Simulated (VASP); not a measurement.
All values below come from HSE06 screened hybrid, VASP's PBE PAW potentials (set 64) (plane waves; VASP).

VASP input:

File POSCAR:
```
SnC62
1
    7.1465551589     0.0000000000     0.0000000000
    0.0000000000     7.1465551589     0.0000000000
    0.0000000000     0.0000000000     7.1465551589
C Sn
62 1
Direct
  0.4985179465   0.9995565896   0.0001120173
  0.6206264826   0.1275224976   0.1280802281
  0.7470940758   0.2526622127   0.0037785084
  0.8722473254   0.3791254116   0.1280815780
  0.7470890248   0.0032099195   0.2532407092
  0.8722537075   0.1275080859   0.3796921734
  0.9983490038   0.0013988303   0.0019844260
  0.1211167639   0.1265629047   0.1271090237
  0.2452245284   0.2496189404   0.9990342144
  0.3680459640   0.3738799402   0.1213068522
  0.4992523687   0.5004813930   0.0000270558
  0.6258765493   0.6316923928   0.1213132307
  0.7501225984   0.7545130941   0.9990285051
  0.8731881288   0.8786386458   0.1271256512
  0.2452269464   0.9984737469   0.2501993854
  0.3680625253   0.1207532947   0.3744427581
  0.4796342330   0.2379954857   0.2385611748
  0.7617555587   0.5201197837   0.2385607433
  0.8790014099   0.6316927337   0.3744491294
  0.4992646238   0.9994648570   0.5010684161
  0.6258859764   0.1207297574   0.6322717498
  0.7617777156   0.2379670078   0.5206915797
  0.8790088745   0.3738681055   0.6322645715
  0.7501320656   0.9984646784   0.7550929813
  0.8732074303   0.1265420071   0.8792127852
  0.0002017494   0.5012347930   0.0001158417
  0.1217472247   0.6268900536   0.1225511224
  0.2498376585   0.7499113648   0.9983810453
  0.3728644614   0.8780054306   0.1225445962
  0.9965512240   0.2526726003   0.2532324538
  0.1226167519   0.3760412037   0.3765816620
  0.2439280465   0.5026388799   0.2453703275
  0.3612280821   0.6385224652   0.3568589750
  0.4971207910   0.7558358194   0.2453805576
  0.6237229116   0.8771555220   0.3765938847
  0.0001883277   0.9995633197   0.5017969337
  0.1217482777   0.1219973845   0.6274409903
  0.2439252530   0.2448237052   0.5031928804
  0.3612346021   0.3562894969   0.6390885153
  0.6434691992   0.6385307929   0.6390956278
  0.7549424462   0.7558427979   0.5032048717
  0.8777581509   0.8780192472   0.6274514095
  0.2498477791   0.9978375606   0.7504724647
  0.3728814042   0.1219919413   0.8785683096
  0.4971325646   0.2448107361   0.7563836883
  0.6237416896   0.3760266679   0.8777084514
  0.7549531202   0.5026241686   0.7563899800
  0.8777689054   0.6268786607   0.8785707834
  0.0012869311   0.7545171994   0.2501998349
  0.1227842676   0.8769694869   0.3759135509
  0.0002862624   0.5004976585   0.5010656265
  0.1264635149   0.6237827100   0.6243532739
  0.2507417068   0.7490140740   0.4978996676
  0.3759687866   0.8732994223   0.6243550405
  0.0012835027   0.2496191100   0.7550844334
  0.1227959638   0.3753284889   0.8775329559
  0.2507575351   0.4973216655   0.7495820066
  0.3759615432   0.6237750603   0.8738786397
  0.5024202088   0.7490038756   0.7495836545
  0.6244282701   0.8769536999   0.8775311576
  0.0019372024   0.7499219606   0.7504763647
  0.1247143133   0.8750543345   0.8756049518
  0.5614865428   0.4382373254   0.4388310214
```

KPOINTS:
```
Automatic mesh
0
Gamma
1 1 1
0 0 0
```

INCAR:
```
AEXX=0.25
ALGO=Normal
EDIFF=1E-5
ENCUT=400
GGA=PE
HFSCREEN=0.2
ISIF=0
ISMEAR=0
ISYM=0
LASPH=.True.
LCHARG=.False.
LHFCALC=.True.
LMAXMIX=4
LREAL=Auto
LWAVE=.False.
NELM=50
NELMIN=4
PREC=Normal
PRECFOCK=Fast
SIGMA=0.05
SYSTEM=SnC62
```

POTCAR, in this order: C Sn (PBE.64 set). Program: vasp_gam. Read from the step before: WAVECAR.

The run wrote:

**OSZICAR**
```
       N       E                     dE             d eps       ncg     rms          rms(c)
DAV:   1    -0.644438608432E+03   -0.64444E+03   -0.83285E+00   316   0.808E+00    0.405E+00
DAV:   2    -0.644458912180E+03   -0.20304E-01   -0.12078E-01   362   0.859E-01    0.247E+00
DAV:   3    -0.644441537053E+03    0.17375E-01   -0.13776E-02   352   0.307E-01    0.137E+00
DAV:   4    -0.644443051476E+03   -0.15144E-02   -0.75072E-03   352   0.276E-01    0.116E+00
DAV:   5    -0.644499789474E+03   -0.56738E-01   -0.59325E-02   378   0.856E-01    0.168E+00
DAV:   6    -0.644496060374E+03    0.37291E-02   -0.23008E-01   362   0.159E+00    0.901E-01
DAV:   7    -0.644497404679E+03   -0.13443E-02   -0.12892E-01   354   0.963E-01    0.609E-01
DAV:   8    -0.644497000503E+03    0.40418E-03   -0.11773E-02   346   0.266E-01    0.410E-01
DAV:   9    -0.644495998943E+03    0.10016E-02   -0.75940E-03   360   0.183E-01    0.271E-01
DAV:  10    -0.644496350399E+03   -0.35146E-03   -0.10237E-02   344   0.201E-01    0.259E-01
DAV:  11    -0.644497021084E+03   -0.67068E-03   -0.14382E-02   360   0.244E-01    0.306E-01
DAV:  12    -0.644497931024E+03   -0.90994E-03   -0.19737E-02   354   0.292E-01    0.367E-01
DAV:  13    -0.644498899569E+03   -0.96854E-03   -0.25377E-02   362   0.341E-01    0.429E-01
DAV:  14    -0.644499680003E+03   -0.78043E-03   -0.30529E-02   346   0.390E-01    0.478E-01
DAV:  15    -0.644500064269E+03   -0.38427E-03   -0.33230E-02   354   0.427E-01    0.505E-01
DAV:  16    -0.644499978171E+03    0.86098E-04   -0.32491E-02   354   0.441E-01    0.506E-01
DAV:  17    -0.644499494593E+03    0.48358E-03   -0.28433E-02   346   0.429E-01    0.483E-01
DAV:  18    -0.644498779684E+03    0.71491E-03   -0.22621E-02   346   0.393E-01    0.440E-01
DAV:  19    -0.644498005852E+03    0.77383E-03   -0.16440E-02   354   0.342E-01    0.386E-01
DAV:  20    -0.644497249854E+03    0.75600E-03   -0.10655E-02   346   0.283E-01    0.325E-01
DAV:  21    -0.644496610181E+03    0.63967E-03   -0.64286E-03   362   0.225E-01    0.261E-01
DAV:  22    -0.644496109261E+03    0.50092E-03   -0.32242E-03   346   0.168E-01    0.197E-01
DAV:  23    -0.644495784750E+03    0.32451E-03   -0.13314E-03   362   0.114E-01    0.135E-01
DAV:  24    -0.644495636551E+03    0.14820E-03   -0.43270E-04   354   0.589E-02    0.794E-02
DAV:  25    -0.644495684325E+03   -0.47774E-04   -0.77324E-04   338   0.231E-02    0.652E-02
DAV:  26    -0.644495955171E+03   -0.27085E-03   -0.24934E-03   328   0.643E-02    0.117E-01
DAV:  27    -0.644496438884E+03   -0.48371E-03   -0.57442E-03   378   0.127E-01    0.187E-01
DAV:  28    -0.644497107789E+03   -0.66890E-03   -0.10218E-02   346   0.191E-01    0.258E-01
DAV:  29    -0.644497901095E+03   -0.79331E-03   -0.15396E-02   354   0.251E-01    0.325E-01
DAV:  30    -0.644498697083E+03   -0.79599E-03   -0.20501E-02   338   0.306E-01    0.384E-01
DAV:  31    -0.644499327509E+03   -0.63043E-03   -0.24563E-02   354   0.351E-01    0.428E-01
DAV:  32    -0.644499642718E+03   -0.31521E-03   -0.26515E-02   354   0.382E-01    0.452E-01
DAV:  33    -0.644499575443E+03    0.67275E-04   -0.25776E-02   346   0.393E-01    0.454E-01
DAV:  34    -0.644499180849E+03    0.39459E-03   -0.22714E-02   346   0.383E-01    0.433E-01
DAV:  35    -0.644498598511E+03    0.58234E-03   -0.18175E-02   354   0.353E-01    0.396E-01
DAV:  36    -0.644497964931E+03    0.63358E-03   -0.13185E-02   338   0.307E-01    0.347E-01
DAV:  37    -0.644497338628E+03    0.62630E-03   -0.84439E-03   354   0.253E-01    0.291E-01
DAV:  38    -0.644496803955E+03    0.53467E-03   -0.49737E-03   346   0.201E-01    0.232E-01
DAV:  39    -0.644496403578E+03    0.40038E-03   -0.24564E-03   370   0.148E-01    0.171E-01
DAV:  40    -0.644496149155E+03    0.25442E-03   -0.84456E-04   346   0.938E-02    0.112E-01
DAV:  41    -0.644496066267E+03    0.82888E-04   -0.39857E-04   354   0.433E-02    0.656E-02
DAV:  42    -0.644496172491E+03   -0.10622E-03   -0.10604E-03   330   0.285E-02    0.743E-02
DAV:  43    -0.644496480971E+03   -0.30848E-03   -0.30537E-03   344   0.801E-02    0.132E-01
DAV:  44    -0.644496963266E+03   -0.48229E-03   -0.63159E-03   354   0.141E-01    0.199E-01
DAV:  45    -0.644497575708E+03   -0.61244E-03   -0.10389E-02   346   0.200E-01    0.263E-01
DAV:  46    -0.644498241573E+03   -0.66586E-03   -0.14681E-02   346   0.252E-01    0.321E-01
DAV:  47    -0.644498840664E+03   -0.59909E-03   -0.18475E-02   338   0.298E-01    0.368E-01
DAV:  48    -0.644499239158E+03   -0.39849E-03   -0.20991E-02   354   0.332E-01    0.400E-01
DAV:  49    -0.644499349648E+03   -0.11049E-03   -0.21578E-02   354   0.352E-01    0.412E-01
DAV:  50    -0.644499163909E+03    0.18574E-03   -0.20050E-02   354   0.353E-01
   1 F= -.64449916E+03 E0= -.64449910E+03  d E =-.132509E-03
```

File OUTCAR:
```
------------------------ aborting loop EDIFF was not reached (unconverged)  ----------------------------
  volume of cell :      365.00
      direct lattice vectors                 reciprocal lattice vectors
     7.146555159  0.000000000  0.000000000     0.139927556  0.000000000  0.000000000
     0.000000000  7.146555159  0.000000000     0.000000000  0.139927556  0.000000000
     0.000000000  0.000000000  7.146555159     0.000000000  0.000000000  0.139927556
 POSITION                                       TOTAL-FORCE (eV/Angst)
 -----------------------------------------------------------------------------------
      3.56269      7.14339      0.00080        -0.268612      0.209285     -0.342533
      4.43534      0.91135      0.91533         0.085391     -0.077574      0.264063
      5.33915      1.80566      0.02700        -0.023108      0.020525     -0.212049
      6.23356      2.70944      0.91534        -0.046953     -0.229684      0.336554
      5.33911      0.02294      1.80980         0.036206      0.120564      0.002054
      6.23361      0.91124      2.71349         0.310449     -0.367433      0.346758
      7.13476      0.01000      0.01418        -0.035388      0.078901     -0.127783
      0.86557      0.90449      0.90839         0.058908     -0.012752      0.102619
      1.75251      1.78392      7.13965        -0.098822      0.069435     -0.184678
      2.63026      2.67195      0.86693         0.156039     -0.256362      0.288240
      3.56793      3.57672      0.00019         0.010600     -0.019033     -0.192123
      4.47286      4.51442      0.86697         0.004715     -0.214543      0.387155
      5.36079      5.39217      7.13961         0.110306      0.134935     -0.192508
      6.24029      6.27924      0.90851        -0.020724     -0.104553      0.105337
      1.75253      7.13565      1.78806         0.032769      0.106904     -0.392615
      2.63038      0.86297      2.67598         0.042679      0.046088      0.581213
      3.42773      1.70085      1.70489        -0.137002      0.362975     -0.715002
      5.44393      3.71706      1.70489        -0.107323      0.216243     -0.772787
      6.28183      4.51443      2.67602        -0.185438     -0.138816      0.678836
      3.56802      7.14273      3.58091         0.029721      0.117932      0.013034
      4.47293      0.86280      4.51856         0.395717     -0.438128      0.350275
      5.44409      1.70064      3.72115        -0.714295      0.907099     -0.287653
      6.28189      2.67187      4.51851         0.404083     -0.566325      0.322172
      5.36086      7.13558      5.39631        -0.400158      0.108580     -0.188566
      6.24043      0.90434      6.28334         0.068420     -0.092811      0.147151
      0.00144      3.58210      0.00083        -0.118182      0.523875     -0.353526
      0.87007      4.48010      0.87582         0.046743     -0.486222      0.154823
      1.78548      5.35928      7.13499        -0.071528      0.096887     -0.142368
      2.66470      6.27471      0.87577         0.396870     -0.102144      0.192940
      7.12191      1.80574      1.80974        -0.058627     -0.032111      0.001879
      0.87629      2.68740      2.69126         0.060782      0.027820     -0.011768
      1.74325      3.59214      1.75355        -0.396759      0.558478     -0.322517
      2.58154      4.56324      2.55031         0.706629     -0.898799      0.308196
      3.55270      5.40162      1.75363        -0.387264      0.432184     -0.352502
      4.45747      6.26864      2.69135        -0.027965     -0.129899     -0.014319
      0.00135      7.14343      3.58612        -0.126627      0.215087     -0.809356
      0.87008      0.87186      4.48404         0.053913     -0.030714      0.483862
      1.74323      1.74965      3.59610         0.193436      0.141594     -0.687947
      2.58158      2.54624      4.56728         0.104893     -0.203438      0.780438
      4.59859      4.56330      4.56733         0.116660     -0.363087      0.718540
      5.39524      5.40167      3.59618        -0.046821     -0.056405     -0.592155
      6.27295      6.27481      4.48412        -0.029754     -0.105191      0.391770
      1.78555      7.13110      5.36329         0.021750      0.108814     -0.104225
      2.66482      0.87182      6.27874        -0.111320     -0.133181      0.198005
      3.55279      1.74955      5.40554         0.004452      0.214340     -0.391790
      4.45760      2.68730      6.27259        -0.011638      0.017838      0.183934
      5.39531      3.59203      5.40558        -0.154878      0.247036     -0.295058
      6.27302      4.48002      6.27875         0.102194     -0.066204      0.187400
      0.00920      5.39220      1.78807        -0.057732      0.033251     -0.483707
      0.87748      6.26731      2.68649         0.130029     -0.216238      0.794817
      0.00205      3.57683      3.58089        -0.050172     -0.031384      0.012754
      0.90378      4.45790      4.46198         0.057898      0.042976      0.009151
      1.79194      5.35287      3.55827        -0.301035      0.358271     -0.344453
      2.68688      6.24108      4.46199        -0.047248     -0.120805      0.006774
      0.00917      1.78392      5.39625        -0.052388      0.488228     -0.151167
      0.87757      2.68231      6.27134         0.114652     -0.532871      0.354168
      1.79205      3.55414      5.35693         0.053419      0.234646     -0.349367
      2.68683      4.45784      6.24522         0.015697     -0.008880      0.206936
      3.59057      5.35280      5.35694        -0.087591      0.065750     -0.275548
      4.46251      6.26720      6.27132         0.278278     -0.205381      0.344949
      0.01384      5.35936      5.36332        -0.067825      0.011065     -0.097667
      0.89128      6.25362      6.25756         0.032659     -0.076009      0.127518
      4.01269      3.13189      3.13613         0.006221     -0.000628      0.003422
 -----------------------------------------------------------------------------------
    total drift:                                0.067652     -0.064760     -0.076973
  FREE ENERGIE OF THE ION-ELECTRON SYSTEM (eV)
  ---------------------------------------------------
  free  energy   TOTEN  =      -644.4991639092 eV

  energy  without entropy=     -644.4990313997  energy(sigma->0) =     -644.49909765

  exchange ACFDT corr.  =         0.00000000  see jH, gK, PRB 81, 115126
```
(Selected blocks of OUTCAR.)

stdout:
```
...
DAV:  31    -0.644499327509E+03   -0.63043E-03   -0.24563E-02   354   0.351E-01    0.428E-01
DAV:  32    -0.644499642718E+03   -0.31521E-03   -0.26515E-02   354   0.382E-01    0.452E-01
DAV:  33    -0.644499575443E+03    0.67275E-04   -0.25776E-02   346   0.393E-01    0.454E-01
DAV:  34    -0.644499180849E+03    0.39459E-03   -0.22714E-02   346   0.383E-01    0.433E-01
DAV:  35    -0.644498598511E+03    0.58234E-03   -0.18175E-02   354   0.353E-01    0.396E-01
DAV:  36    -0.644497964931E+03    0.63358E-03   -0.13185E-02   338   0.307E-01    0.347E-01
DAV:  37    -0.644497338628E+03    0.62630E-03   -0.84439E-03   354   0.253E-01    0.291E-01
DAV:  38    -0.644496803955E+03    0.53467E-03   -0.49737E-03   346   0.201E-01    0.232E-01
DAV:  39    -0.644496403578E+03    0.40038E-03   -0.24564E-03   370   0.148E-01    0.171E-01
DAV:  40    -0.644496149155E+03    0.25442E-03   -0.84456E-04   346   0.938E-02    0.112E-01
DAV:  41    -0.644496066267E+03    0.82888E-04   -0.39857E-04   354   0.433E-02    0.656E-02
DAV:  42    -0.644496172491E+03   -0.10622E-03   -0.10604E-03   330   0.285E-02    0.743E-02
DAV:  43    -0.644496480971E+03   -0.30848E-03   -0.30537E-03   344   0.801E-02    0.132E-01
DAV:  44    -0.644496963266E+03   -0.48229E-03   -0.63159E-03   354   0.141E-01    0.199E-01
DAV:  45    -0.644497575708E+03   -0.61244E-03   -0.10389E-02   346   0.200E-01    0.263E-01
DAV:  46    -0.644498241573E+03   -0.66586E-03   -0.14681E-02   346   0.252E-01    0.321E-01
DAV:  47    -0.644498840664E+03   -0.59909E-03   -0.18475E-02   338   0.298E-01    0.368E-01
DAV:  48    -0.644499239158E+03   -0.39849E-03   -0.20991E-02   354   0.332E-01    0.400E-01
DAV:  49    -0.644499349648E+03   -0.11049E-03   -0.21578E-02   354   0.352E-01    0.412E-01
DAV:  50    -0.644499163909E+03    0.18574E-03   -0.20050E-02   354   0.353E-01

 -----------------------------------------------------------------------------
|                                                                             |
|           W    W    AA    RRRRR   N    N  II  N    N   GGGG   !!!           |
|           W    W   A  A   R    R  NN   N  II  NN   N  G    G  !!!           |
|           W    W  A    A  R    R  N N  N  II  N N  N  G       !!!           |
|           W WW W  AAAAAA  RRRRR   N  N N  II  N  N N  G  GGG   !            |
|           WW  WW  A    A  R   R   N   NN  II  N   NN  G    G                |
|           W    W  A    A  R    R  N    N  II  N    N   GGGG   !!!           |
|                                                                             |
|     The electronic self-consistency was not achieved in the given           |
|     number of steps (NELM). The forces and other quantities evaluated       |
|     might not be reliable so examine the results carefully. If you find     |
|     spurious results, we suggest increasing NELM, if you were close to      |
|     convergence or switching to a different ALGO or adjusting the           |
|     density mixing parameters otherwise.                                    |
|                                                                             |
 -----------------------------------------------------------------------------

   1 F= -.64449916E+03 E0= -.64449910E+03  d E =-.132509E-03
```

The run did not converge; its last values are not results.

The supercell is sampled at Γ alone, which is coarse: total energies, pressure and levels can be off, energies of defects by several tenths of an eV.

The cell is a supercell with a defect, built from C (diamond): Sn_C-vac_C. The cell's shape comes from a PBE relaxation. The run is not spin-polarised, so no state with unpaired spins was tried.
